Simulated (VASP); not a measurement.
Output of a VASP run:

**OSZICAR**
```
...
       N       E                     dE             d eps       ncg     rms          rms(c)
DAV:   1    -0.312107749502E+03    0.30194E-02   -0.22068E+00   764   0.257E+00    0.244E-01
RMM:   2    -0.312111541493E+03   -0.37920E-02   -0.40767E-02   764   0.370E-01    0.144E-01
RMM:   3    -0.312112175812E+03   -0.63432E-03   -0.57629E-03   770   0.135E-01    0.220E-01
RMM:   4    -0.312111948518E+03    0.22729E-03   -0.68773E-04   788   0.490E-02    0.103E-01
RMM:   5    -0.312111923945E+03    0.24574E-04   -0.18194E-04   708   0.246E-02    0.864E-02
RMM:   6    -0.312111876923E+03    0.47022E-04   -0.90808E-05   633   0.160E-02    0.440E-02
RMM:   7    -0.312111869474E+03    0.74490E-05   -0.40795E-05   525   0.116E-02
  20 F= -.31211187E+03 E0= -.31210377E+03  d E =-.110541E-02
       N       E                     dE             d eps       ncg     rms          rms(c)
DAV:   1    -0.312107788743E+03    0.40882E-02   -0.20513E+00   764   0.248E+00    0.244E-01
RMM:   2    -0.312111298304E+03   -0.35096E-02   -0.37873E-02   764   0.357E-01    0.141E-01
RMM:   3    -0.312111917159E+03   -0.61885E-03   -0.53843E-03   769   0.131E-01    0.218E-01
RMM:   4    -0.312111696922E+03    0.22024E-03   -0.66764E-04   786   0.482E-02    0.994E-02
RMM:   5    -0.312111676549E+03    0.20372E-04   -0.17016E-04   705   0.242E-02    0.818E-02
RMM:   6    -0.312111637124E+03    0.39426E-04   -0.81702E-05   616   0.152E-02    0.433E-02
RMM:   7    -0.312111629767E+03    0.73562E-05   -0.36975E-05   515   0.110E-02
  21 F= -.31211163E+03 E0= -.31210346E+03  d E =-.865703E-03
       N       E                     dE             d eps       ncg     rms          rms(c)
DAV:   1    -0.312110684293E+03    0.95283E-03   -0.67561E-01   776   0.142E+00    0.131E-01
RMM:   2    -0.312111841584E+03   -0.11573E-02   -0.12423E-02   764   0.204E-01    0.801E-02
RMM:   3    -0.312112023766E+03   -0.18218E-03   -0.17270E-03   768   0.748E-02    0.118E-01
RMM:   4    -0.312111955294E+03    0.68472E-04   -0.22511E-04   745   0.274E-02    0.557E-02
RMM:   5    -0.312111946840E+03    0.84542E-05   -0.56555E-05   552   0.136E-02
  22 F= -.31211195E+03 E0= -.31210387E+03  d E =-.118278E-02
       N       E                     dE             d eps       ncg     rms          rms(c)
DAV:   1    -0.312111880337E+03    0.74958E-04   -0.34383E-02   832   0.323E-01    0.422E-02
RMM:   2    -0.312111942409E+03   -0.62073E-04   -0.60992E-04   764   0.501E-02    0.497E-02
RMM:   3    -0.312111938567E+03    0.38423E-05   -0.10050E-04   671   0.192E-02    0.262E-02
RMM:   4    -0.312111937975E+03    0.59212E-06   -0.15088E-05   465   0.718E-03
  23 F= -.31211194E+03 E0= -.31210392E+03  d E =-.117391E-02
       N       E                     dE             d eps       ncg     rms          rms(c)
DAV:   1    -0.312110636643E+03    0.13019E-02   -0.10192E+00   772   0.183E+00    0.166E-01
RMM:   2    -0.312112480120E+03   -0.18435E-02   -0.19348E-02   764   0.271E-01    0.137E-01
RMM:   3    -0.312112780246E+03   -0.30013E-03   -0.27463E-03   766   0.100E-01    0.182E-01
RMM:   4    -0.312112590922E+03    0.18932E-03   -0.32696E-04   771   0.363E-02    0.641E-02
RMM:   5    -0.312112579358E+03    0.11564E-04   -0.89563E-05   657   0.182E-02    0.511E-02
RMM:   6    -0.312112566015E+03    0.13343E-04   -0.48103E-05   541   0.117E-02    0.376E-02
RMM:   7    -0.312112558816E+03    0.71993E-05   -0.21217E-05   477   0.851E-03
  24 F= -.31211256E+03 E0= -.31210435E+03  d E =-.620841E-03
```

OUTCAR:
```
------------------------ aborting loop because EDIFF is reached ----------------------------------------
  FORCE on cell =-STRESS in cart. coord.  units (eV):
  Direction    XX          YY          ZZ          XY          YZ          ZX
  --------------------------------------------------------------------------------------
  Total      -15.0304693    -13.0121912    -16.6539151     -1.2933157      0.3458695      0.6196547
  in kB      -26.9965440    -23.3714719    -29.9124493     -2.3229516      0.6212235      1.1129749
  external PRESSURE =     -26.7601551 kB  Pullay stress =       0.0000000 kB
  volume of cell :      892.02
      direct lattice vectors                 reciprocal lattice vectors
     4.932320697 -8.543031406  0.000000000     0.101372159 -0.058527234  0.000000000
     4.932320697  8.543031406  0.000000000     0.101372159  0.058527234  0.000000000
     0.000000000  0.000000000 10.584775434     0.000000000  0.000000000  0.094475316
  FREE ENERGIE OF THE ION-ELECTRON SYSTEM (eV)
  ---------------------------------------------------
  free  energy   TOTEN  =      -312.1125588159 eV

  energy  without entropy=     -312.0961497857  energy(sigma->0) =     -312.10435430

 reached required accuracy - stopping structural energy minimisation
```
(Selected blocks of OUTCAR.)

**POSCAR**
```
Zn35NO35
1
    4.9323206973    -8.5430314063     0.0000000000
    4.9323206973     8.5430314063     0.0000000000
    0.0000000000     0.0000000000    10.5847754337
Zn O N
35 35 1
Direct
  0.2222220000   0.1111110000   0.2500000000
  0.1111110000   0.2222220000   0.0000000000
  0.2222220000   0.1111110000   0.7500000000
  0.1111110000   0.2222220000   0.5000000000
  0.2222220000   0.4444440000   0.2500000000
  0.1111110000   0.5555560000   0.0000000000
  0.2222220000   0.4444440000   0.7500000000
  0.1111110000   0.5555560000   0.5000000000
  0.2222220000   0.7777780000   0.2500000000
  0.1111110000   0.8888890000   0.0000000000
  0.2222220000   0.7777780000   0.7500000000
  0.1111110000   0.8888890000   0.5000000000
  0.5555560000   0.1111110000   0.2500000000
  0.4444440000   0.2222220000   0.0000000000
  0.5555560000   0.1111110000   0.7500000000
  0.5555560000   0.4444440000   0.2500000000
  0.4444440000   0.5555560000   0.0000000000
  0.5555560000   0.4444440000   0.7500000000
  0.4444440000   0.5555560000   0.5000000000
  0.5555560000   0.7777780000   0.2500000000
  0.4444440000   0.8888890000   0.0000000000
  0.5555560000   0.7777780000   0.7500000000
  0.4444440000   0.8888890000   0.5000000000
  0.8888890000   0.1111110000   0.2500000000
  0.7777780000   0.2222220000   0.0000000000
  0.8888890000   0.1111110000   0.7500000000
  0.7777780000   0.2222220000   0.5000000000
  0.8888890000   0.4444440000   0.2500000000
  0.7777780000   0.5555560000   0.0000000000
  0.8888890000   0.4444440000   0.7500000000
  0.7777780000   0.5555560000   0.5000000000
  0.8888890000   0.7777780000   0.2500000000
  0.7777780000   0.8888890000   0.0000000000
  0.8888890000   0.7777780000   0.7500000000
  0.7777780000   0.8888890000   0.5000000000
  0.2247680000   0.1085880000   0.4387780000
  0.1111110000   0.2222220000   0.1910000000
  0.2222220000   0.1111110000   0.9410000000
  0.1111110000   0.2222220000   0.6910000000
  0.2222220000   0.4444440000   0.4410000000
  0.1111110000   0.5555560000   0.1910000000
  0.2222220000   0.4444440000   0.9410000000
  0.1111110000   0.5555560000   0.6910000000
  0.2222220000   0.7777780000   0.4410000000
  0.1111110000   0.8888890000   0.1910000000
  0.2222220000   0.7777780000   0.9410000000
  0.1111110000   0.8888890000   0.6910000000
  0.5549370000   0.1081280000   0.4377900000
  0.4444440000   0.2222220000   0.1910000000
  0.5555560000   0.1111110000   0.9410000000
  0.4449260000   0.2279040000   0.6865920000
  0.4444440000   0.5555560000   0.1910000000
  0.5555560000   0.4444440000   0.9410000000
  0.4444440000   0.5555560000   0.6910000000
  0.5555560000   0.7777780000   0.4410000000
  0.4444440000   0.8888890000   0.1910000000
  0.5555560000   0.7777780000   0.9410000000
  0.4444440000   0.8888890000   0.6910000000
  0.8888890000   0.1111110000   0.4410000000
  0.7777780000   0.2222220000   0.1910000000
  0.8888890000   0.1111110000   0.9410000000
  0.7777780000   0.2222220000   0.6910000000
  0.8888890000   0.4444440000   0.4410000000
  0.7777780000   0.5555560000   0.1910000000
  0.8888890000   0.4444440000   0.9410000000
  0.7777780000   0.5555560000   0.6910000000
  0.8888890000   0.7777780000   0.4410000000
  0.7777780000   0.8888890000   0.1910000000
  0.8888890000   0.7777780000   0.9410000000
  0.7777780000   0.8888890000   0.6910000000
  0.5597350000   0.4435220000   0.4396280000
```

Problem. Write an INCAR and KPOINTS that could have produced this output.

Solution. Several could match; the one computed here: the input of the run itself, PBE GGA, plane waves, VASP's PBE PAW potentials (set 64).

**INCAR**
```
ISYM = 0
EDIFFG = -0.03
LMAXMIX = 4   ! l cut-off of mixed one-centre charges
SYSTEM = Zn35NO35
LWAVE = .False.
ENCUT = 400   ! plane-wave cut-off (eV)
NELECT = 636.0
GGA = PE   ! PBE
ISMEAR = 0   ! Gaussian
ALGO = Fast
LCHARG = .False.
LASPH = .True.
SIGMA = 0.05   ! width (eV)
LREAL = Auto
NELM = 100
NELMIN = 4
NSW = 70   ! most ionic steps
IBRION = 2   ! conjugate gradients
PREC = Normal
ISIF = 2   ! forces and stress, cell fixed
EDIFF = 1E-5
```

### KPOINTS
```
Regular mesh
0
gamma
  1 1 1
```

POTCAR, in this order: Zn O N (PBE.64 set). Program: vasp_gam.

At this cut-off the stress carries a Pulay error, which pulls relaxed volumes low. The cell is charged, with a uniform compensating background. The supercell is sampled at Γ alone, which is coarse: total energies, pressure and levels can be off, energies of defects by several tenths of an eV.

The cell is a supercell with a defect, built from ZnO (wurtzite): N_O-vac_Zn, charge -1. The run is not spin-polarised, so no state with unpaired spins was tried.
